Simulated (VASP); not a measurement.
The input files of a VASP run:

**KPOINTS**
```
Automatic mesh
0
Gamma
7 7 7
0 0 0
```

### POSCAR
```
Ge2Pt
1.0
 -3.0134776057   3.0134776057   2.7569324586
  3.0134776057  -3.0134776057   2.7569324586
  3.0134776057   3.0134776057  -2.7569324586
Ge Pt
4 2
Cartesian
  3.9172572753   0.9037796696  -0.0000000003
  0.9037796693   2.1096979364   0.0000000000
  2.1096979364   0.9037796693   2.7569324586
 -0.9037796696   2.1096979361   2.7569324589
  0.0000000000  -0.0000000000   4.1353986879
  0.0000000000   0.0000000000   1.3784662293
```

INCAR:
```
EDIFF=1E-6
ISIF=3   # ions, shape and volume
NELM=100   # most electronic steps
ENCUT=400   # plane-wave cut-off (eV)
PREC=Accurate
LASPH=.TRUE.   # aspherical one-centre terms
IBRION=2
LCHARG=.FALSE.
LMAXMIX=6   # l cut-off of mixed one-centre charges
SYSTEM=Ge2Pt
GGA=PS   # PBEsol
ALGO=Normal
LREAL=.FALSE.   # projection in real space or not
EDIFFG=-0.02
SIGMA=0.1
NSW=60
ISMEAR=1
LWAVE=.FALSE.
```

POTCAR, in this order: Ge_d Pt (PBE.64 set). Program: vasp_std.

Problem. Translate this PBEsol calculation to Quantum ESPRESSO's pw.x.

Solution. One equivalent input (not run):
```
&CONTROL
  calculation = 'vc-relax'
  pseudo_dir = './pseudo'
  outdir = './out'
  tprnfor = .true.
  tstress = .true.
  nstep = 60
  forc_conv_thr = 0.00078
/
&SYSTEM
  ibrav = 0
  nat = 6
  ntyp = 2
  ecutwfc = 84
  occupations = 'smearing'
  smearing = 'methfessel-paxton'
  degauss = 0.00735
  input_dft = 'pbesol'
/
&ELECTRONS
  conv_thr = 7.3e-08
  electron_maxstep = 100
/
&IONS
/
&CELL
/
ATOMIC_SPECIES
  Ge 72.630 Ge.upf
  Pt 195.084 Pt.upf
CELL_PARAMETERS angstrom
    -3.0134776    3.0134776    2.7569325
     3.0134776   -3.0134776    2.7569325
     3.0134776    3.0134776   -2.7569325
ATOMIC_POSITIONS crystal
  Ge   0.1499563  0.6499563  0.7999125
  Ge   0.3500437  0.1499563  0.5000000
  Ge   0.6499563  0.8500437  0.5000000
  Ge   0.8500437  0.3500437  0.2000875
  Pt   0.7500000  0.7500000  0.0000000
  Pt   0.2500000  0.2500000  0.0000000
K_POINTS automatic
  7 7 7 0 0 0
```
What does not carry over: the potentials are each code's own (VASP's PAW set, PseudoDojo norm-conserving files in pw.x), so ENCUT and ecutwfc are chosen apart and not converted; conv_thr bounds pw.x's estimated SCF error, while EDIFF bounds the energy change between steps; forc_conv_thr acts on force components and is met together with etot_conv_thr.

The structure was generated: Ge2Pt was put into the Al2Cu type (I4/mcm), which need not be its known phase. This run relaxes it. Symmetry was kept, so distortions that lower it aren't found. The start is the result of an earlier pass.
